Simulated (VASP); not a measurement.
A cell of NaF (rock salt) near equilibrium:

```xyz
2
Lattice="0.0000 2.2859 2.2859 2.2859 0.0000 2.2859 2.2859 2.2859 0.0000" Properties=species:S:1:pos:R:3 pbc="T T T"
Na     0.0000     0.0000     0.0000
F      2.2859     2.2859     2.2859
```

Level of theory: r2SCAN meta-GGA, VASP's PBE PAW potentials (set 64) (plane waves; VASP).

```json
[
 {"run": "as it is", "ΔE (meV/atom)": "0.0", "σxx": "0.06", "σyy": "0.06", "σzz": "0.06", "largest shear component, with its sign (GPa)": "0.00", "gap (eV)": "7.41"},
 {"run": "after one change", "ΔE (meV/atom)": "5.6", "σxx": "-2.90", "σyy": "-2.90", "σzz": "-2.90", "largest shear component, with its sign (GPa)": "0.00", "gap (eV)": "7.07"}
]
```
Stress is in GPa, positive when the cell is compressed; gaps are those on the k-mesh, and 0.00 means metallic.

Problem. Which change was made?
(A) isotropic strain of +2.0 %
(B) uniaxial strain of -4.0 % along x
(C) shear strain γ_xy = -1.5 %
(D) isotropic strain of -1.0 %

Solution. A, isotropic strain of +2.0 %

The compound is NaF in the rock salt structure.
